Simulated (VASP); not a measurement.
Wanted: the native input for a VASP 6.6.1 run.

```
Task                   : single point
Functional             : r2SCAN
Dispersion             : D3(BJ)
Potentials or basis    : VASP PAW PBE potentials, release 64 (N, H, C)
Cutoff                 : 520 eV
k mesh                 : 1 × 1 × 1
Occupations            : fermi-dirac, width 0.05 eV
Spin                   : no spin polarisation
Dipole correction      : no
Further INCAR settings : LREAL = Auto; ALGO = Normal; EDIFF = 1e-06; NBANDS = 78
```

Crystal: H21C12N7.

```
N H C
1.0
     7.65628    0.00000    0.00000
     0.00000    7.65628    0.00000
     0.00000    0.00000    7.65628
N H C
7 21 12
Cartesian
  3.0342 7.4071 0.1559
  6.8344 2.0059 4.5441
  2.9699 7.1704 3.3015
  3.1221 3.9868 7.4551
  2.2350 3.5916 3.0463
  7.3011 7.0987 6.9974
  5.4493 4.3734 2.3688
  2.7230 6.6349 -0.4271
  3.4202 6.9543 0.9831
  2.1706 7.8328 0.4831
  5.6966 3.3990 7.1492
  5.3863 1.6565 7.2832
  6.9881 2.2932 7.6705
  5.0067 6.3879 5.5629
  3.6052 5.3365 5.7274
  4.8312 4.9520 4.4990
  2.2894 2.5465 4.8412
  3.0416 1.2854 5.8965
  1.3647 1.7270 6.1233
  1.0585 6.1218 1.6618
  0.8632 4.8134 0.4998
  -0.3009 4.9750 1.8322
  8.0741 7.3092 3.9730
  8.5711 5.6828 4.4843
  6.8768 5.9935 4.0659
  4.2171 1.6426 3.2678
  3.9186 1.7649 1.5370
  5.5193 1.2424 2.1400
  6.1281 2.4088 7.0110
  6.5181 2.1941 5.6378
  4.3047 5.7640 5.0104
  3.5874 6.5457 4.0435
  2.3417 2.1182 5.8470
  2.7594 3.1344 6.7671
  0.7467 5.0865 1.5452
  1.5788 4.2495 2.3628
  7.7690 6.4217 4.5293
  7.5069 6.7931 5.9010
  4.6693 1.9038 2.3151
  5.0929 3.2787 2.3382
```

The cell was built by a generator and needn't be a form met in nature.

These files were run (other wordings do the same):

POSCAR

```
H21C12N7
1.0
    7.6562770000      0.0000000000      0.0000000000
    0.0000000000      7.6562770000      0.0000000000
    0.0000000000      0.0000000000      7.6562770000
N H C
7 21 12
Direct
    0.3963040339      0.9674563291      0.0203590879
    0.8926587033      0.2619938667      0.5935186971
    0.3879063406      0.9365354134      0.4312184208
    0.4077877427      0.5207293628      0.9737187131
    0.2919130200      0.4691115294      0.3978869191
    0.9536112001      0.9271699056      0.9139397013
    0.7117425726      0.5712190034      0.3093925229
    0.3556616259      0.8665905524     -0.0557849234
    0.4467235989      0.9083187549      0.1283984370
    0.2835102031      1.0230587218      0.0631018578
    0.7440482378      0.4439513826      0.9337703908
    0.7035090153      0.2163618789      0.9512663422
    0.9127337378      0.2995197296      1.0018600817
    0.6539405246      0.8343293710      0.7265756720
    0.4708875900      0.6970063434      0.7480632452
    0.6310057887      0.6467844205      0.5876257202
    0.2990286119      0.3326080258      0.6323197117
    0.3972682261      0.1678831234      0.7701527474
    0.1782408368      0.2255716140      0.7997689811
    0.1382465654      0.7995804719      0.2170560549
    0.1127413921      0.6286828530      0.0652744831
   -0.0392955073      0.6497998865      0.2393006220
    1.0545732447      0.9546643500      0.5189264417
    1.1194805262      0.7422361051      0.5856972426
    0.8981920432      0.7828229183      0.5310491129
    0.5507978263      0.2145409097      0.4268095860
    0.5118187949      0.2305157015      0.2007494987
    0.7208828428      0.1622776244      0.2795087678
    0.8004026866      0.3146113428      0.9157130538
    0.8513363453      0.2865738515      0.7363693904
    0.5622386588      0.7528431507      0.6544150490
    0.4685585648      0.8549475205      0.5281323019
    0.3058517988      0.2766633031      0.7636929838
    0.3604039639      0.4093881451      0.8838673328
    0.0975219886      0.6643549996      0.2018165086
    0.2062127430      0.5550298652      0.3086136642
    1.0147243835      0.8387479268      0.5915850229
    0.9804862880      0.8872638417      0.7707410030
    0.6098712165      0.2486587383      0.3023770376
    0.6651902234      0.4282325658      0.3053974160
```

INCAR.step1

```
PREC = Accurate
ENCUT = 520
ISMEAR = -1
SIGMA = 0.05
LREAL = Auto
LASPH = T
NELM = 100
NBANDS = 78
GGA = PE
ALGO = Normal
EDIFF = 1E-4
LWAVE = T
LCHARG = F
```

INCAR.step2

```
PREC = Accurate
ENCUT = 520
EDIFF = 1E-6
ISMEAR = -1
SIGMA = 0.05
LREAL = Auto
LASPH = T
NELM = 100
ALGO = Normal
ISIF = 2
LWAVE = F
LCHARG = F
METAGGA = R2SCAN
LMIXTAU = T
IVDW = 12
VDW_S6 = 1.0
VDW_S8 = 0.78981345
VDW_A1 = 0.49484001
VDW_A2 = 5.73083694
NBANDS = 78
ISTART = 1
```

KPOINTS

```
regular mesh
0
Gamma
  1 1 1
```

Potentials or basis: VASP PAW PBE potentials, release 64 (N, H, C).

Launch:

```bash
$ cat potpaw_PBE.64/N/POTCAR potpaw_PBE.64/H/POTCAR potpaw_PBE.64/C/POTCAR > POTCAR
$ cp INCAR.step1 INCAR
$ mpirun -np 1 vasp_gam > vasp.out
$ cp INCAR.step2 INCAR
$ mpirun -np 1 vasp_gam > vasp.out
```

Results of the run:

* Pressure: 1.3 GPa
* Largest force: 1.061 eV/Å
* Band gap on the k mesh: 5.57 eV, direct
* Dispersion energy per atom: -0.027 eV

Caveat: the standard files for N, O and F lose accuracy on very short bonds; the PAW data sets were made with another functional, which shifts forces and pressure a little.

It took 3.1 min on 1 thread of Intel(R) Xeon(R) Platinum 8488C (Sapphire Rapids), on a shared host, peak memory 0.54 GiB.
